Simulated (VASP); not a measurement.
These are PW91 GGA, VASP's PBE PAW potentials (set 64) (plane waves; VASP) values and carry that method's errors.

A VASP calculation is set up with these files.

### INCAR
```
ALGO=Normal
EDIFF=1E-7
ENCUT=520
GGA=91
ISIF=2
ISMEAR=0
LASPH=.TRUE.
LCHARG=.FALSE.
LMAXMIX=4
LREAL=.FALSE.
LWAVE=.FALSE.
NELM=100
PREC=Accurate
SIGMA=0.05
SYSTEM=KZnF3
```

**POSCAR**
```
KZnF3
1
    4.0371501528     0.0000000000     0.0000000000
    0.0000000000     4.0371501528     0.0000000000
    0.0000000000     0.0000000000     4.0371501528
K Zn F
1 1 3
Direct
  0.0000000000   0.0000000000   0.0000000000
  0.5000000000   0.5000000000   0.5000000000
  0.5000000000   0.0000000000   0.5000000000
  0.0000000000   0.5000000000   0.5000000000
  0.5000000000   0.5000000000   0.0000000000
```

**KPOINTS**
```
Automatic mesh
0
Gamma
6 6 6
0 0 0
```

POTCAR, in this order: K_sv Zn F (PBE.64 set). Program: vasp_std.

The run wrote:

OSZICAR:
```
       N       E                     dE             d eps       ncg     rms          rms(c)
DAV:   1     0.441382663977E+03    0.44138E+03   -0.23092E+04  1008   0.205E+03
DAV:   2     0.112022428686E+02   -0.43018E+03   -0.41930E+03  1184   0.490E+02
DAV:   3    -0.220095108155E+02   -0.33212E+02   -0.33091E+02  1187   0.150E+02
DAV:   4    -0.227888731902E+02   -0.77936E+00   -0.77864E+00  1648   0.204E+01
DAV:   5    -0.227983429700E+02   -0.94698E-02   -0.94639E-02  1264   0.165E+00    0.122E+01
DAV:   6    -0.204417458924E+02    0.23566E+01   -0.87351E+00  1489   0.408E+01    0.756E+00
DAV:   7    -0.205080866560E+02   -0.66341E-01   -0.14915E+00  1062   0.859E+00    0.482E+00
DAV:   8    -0.205240768773E+02   -0.15990E-01   -0.56233E-01  1341   0.161E+01    0.160E+00
DAV:   9    -0.204912797569E+02    0.32797E-01   -0.86345E-02  1567   0.867E+00    0.695E-01
DAV:  10    -0.204867097711E+02    0.45700E-02   -0.10188E-01  1422   0.822E+00    0.331E-01
DAV:  11    -0.204861191980E+02    0.59057E-03   -0.16633E-02  1428   0.177E+00    0.109E-01
DAV:  12    -0.204862043503E+02   -0.85152E-04   -0.77818E-04  1141   0.204E-01    0.104E-01
DAV:  13    -0.204862324678E+02   -0.28118E-04   -0.49272E-04  1368   0.288E-01    0.107E-01
DAV:  14    -0.204862727513E+02   -0.40284E-04   -0.12788E-03  1321   0.661E-01    0.112E-01
DAV:  15    -0.204870210303E+02   -0.74828E-03   -0.25203E-03  1305   0.115E+00    0.241E-01
DAV:  16    -0.204865478580E+02    0.47317E-03   -0.57474E-04  1191   0.214E-01    0.169E-01
DAV:  17    -0.204864385301E+02    0.10933E-03   -0.58026E-05  1249   0.604E-02    0.145E-01
DAV:  18    -0.204862204286E+02    0.21810E-03   -0.29712E-04  1294   0.255E-01    0.848E-02
DAV:  19    -0.204861329913E+02    0.87437E-04   -0.20599E-04  1337   0.209E-01    0.365E-02
DAV:  20    -0.204861198313E+02    0.13160E-04   -0.39652E-05  1418   0.701E-02    0.179E-02
DAV:  21    -0.204861177545E+02    0.20768E-05   -0.45589E-06  1475   0.200E-02    0.125E-02
DAV:  22    -0.204861177427E+02    0.11778E-07   -0.16138E-07   746   0.235E-03
   1 F= -.20486118E+02 E0= -.20486118E+02  d E =-.655139E-17
```

OUTCAR:
```
------------------------ aborting loop because EDIFF is reached ----------------------------------------
  FORCE on cell =-STRESS in cart. coord.  units (eV):
  Direction    XX          YY          ZZ          XY          YZ          ZX
  --------------------------------------------------------------------------------------
  Total        2.0540166      2.0540166      2.0540166     -0.0000000     -0.0000000      0.0000000
  in kB       50.0137971     50.0137971     50.0137971     -0.0000000     -0.0000000      0.0000000
  external PRESSURE =      50.0137971 kB  Pullay stress =       0.0000000 kB
  volume of cell :       65.80
      direct lattice vectors                 reciprocal lattice vectors
     4.037150153  0.000000000  0.000000000     0.247699482  0.000000000  0.000000000
     0.000000000  4.037150153  0.000000000     0.000000000  0.247699482  0.000000000
     0.000000000  0.000000000  4.037150153     0.000000000  0.000000000  0.247699482
 POSITION                                       TOTAL-FORCE (eV/Angst)
 -----------------------------------------------------------------------------------
      0.00000      0.00000      0.00000         0.000000      0.000000      0.000000
      2.01858      2.01858      2.01858         0.000000      0.000000      0.000000
      2.01858      0.00000      2.01858         0.000000      0.000000      0.000000
      0.00000      2.01858      2.01858         0.000000      0.000000      0.000000
      2.01858      2.01858      0.00000         0.000000      0.000000      0.000000
 -----------------------------------------------------------------------------------
    total drift:                                0.000000      0.000000     -0.000000
  FREE ENERGIE OF THE ION-ELECTRON SYSTEM (eV)
  ---------------------------------------------------
  free  energy   TOTEN  =       -20.4861177427 eV

  energy  without entropy=      -20.4861177427  energy(sigma->0) =      -20.48611774
```
(Selected blocks of OUTCAR.)

The compound is KZnF3 in the cubic perovskite structure. This cell is one point of a volume scan, at 0.94 of the reference volume.
